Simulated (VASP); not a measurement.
All values below come from PBE GGA, VASP's PBE PAW potentials (set 64) (plane waves; VASP).

VASP input:

### POSCAR
```
Lu
1
    1.7500000000    -3.0310890000     0.0000000000
    1.7500000000     3.0310890000     0.0000000000
    0.0000000000     0.0000000000     5.5500000000
Lu
2
Direct
  0.3333330000   0.6666670000   0.2500000000
  0.6666670000   0.3333330000   0.7500000000
```

**INCAR**
```
SYSTEM = Lu
PREC = Accurate
ENCUT = 400
EDIFF = 1E-6
NELM = 100
ALGO = Normal
LREAL = Auto
LASPH = .TRUE.
ISMEAR = 1
SIGMA = 0.1
GGA = PE
LMAXMIX = 6
LWAVE = .FALSE.
LCHARG = .FALSE.
ISIF = 2
```

KPOINTS:
```
Automatic mesh
0
Gamma
11 11 6
0 0 0
```

POTCAR, in this order: Lu_3 (PBE.64 set). Program: vasp_std.

What VASP printed:

OSZICAR:
```
       N       E                     dE             d eps       ncg     rms          rms(c)
DAV:   1     0.386634175110E+02    0.38663E+02   -0.79633E+03  3074   0.134E+03
DAV:   2    -0.664242990845E+01   -0.45306E+02   -0.44028E+02  2783   0.671E+02
DAV:   3    -0.881099891815E+01   -0.21686E+01   -0.20729E+01  2856   0.625E+01
DAV:   4    -0.890956994010E+01   -0.98571E-01   -0.97897E-01  3088   0.116E+01
DAV:   5    -0.891327514346E+01   -0.37052E-02   -0.36902E-02  2810   0.190E+00    0.251E+01
DAV:   6    -0.890076784799E+01    0.12507E-01   -0.35023E-02  2776   0.426E+00    0.149E+01
DAV:   7    -0.890742432509E+01   -0.66565E-02   -0.65339E-02  2651   0.562E+00    0.379E-01
DAV:   8    -0.890730346409E+01    0.12086E-03   -0.45891E-03  2734   0.973E-01    0.110E-01
DAV:   9    -0.890731219631E+01   -0.87322E-05   -0.20941E-04  2862   0.234E-01    0.306E-02
DAV:  10    -0.890730776018E+01    0.44361E-05   -0.21478E-05  2854   0.739E-02    0.334E-02
DAV:  11    -0.890730819579E+01   -0.43561E-06   -0.71610E-07  1627   0.175E-02
   1 F= -.89073082E+01 E0= -.89083218E+01  d E =0.304078E-02
```

File OUTCAR:
```
------------------------ aborting loop because EDIFF is reached ----------------------------------------
  FORCE on cell =-STRESS in cart. coord.  units (eV):
  Direction    XX          YY          ZZ          XY          YZ          ZX
  --------------------------------------------------------------------------------------
  Total        0.1261352      0.1261352     -0.3921841      0.0000000     -0.0000000      0.0000000
  in kB        3.4323157      3.4323159    -10.6718786      0.0000000     -0.0000000      0.0000000
  external PRESSURE =      -1.2690823 kB  Pullay stress =       0.0000000 kB
  volume of cell :       58.88
      direct lattice vectors                 reciprocal lattice vectors
     1.750000000 -3.031089000  0.000000000     0.285714286 -0.164957215  0.000000000
     1.750000000  3.031089000  0.000000000     0.285714286  0.164957215  0.000000000
     0.000000000  0.000000000  5.550000000     0.000000000  0.000000000  0.180180180
 POSITION                                       TOTAL-FORCE (eV/Angst)
 -----------------------------------------------------------------------------------
      1.75000      1.01037      1.38750        -0.000000     -0.000000      0.000000
      1.75000     -1.01037      4.16250         0.000000      0.000000      0.000000
 -----------------------------------------------------------------------------------
    total drift:                                0.000001      0.000070     -0.000012
  FREE ENERGIE OF THE ION-ELECTRON SYSTEM (eV)
  ---------------------------------------------------
  free  energy   TOTEN  =        -8.9073081958 eV

  energy  without entropy=       -8.9103489709  energy(sigma->0) =       -8.90832179
```
(Selected blocks of OUTCAR.)

The compound is Lu in the hcp structure. The cell was not relaxed at this level. The run is one of a series of settings (LREAL = Auto against the base run), some of them coarse on purpose.
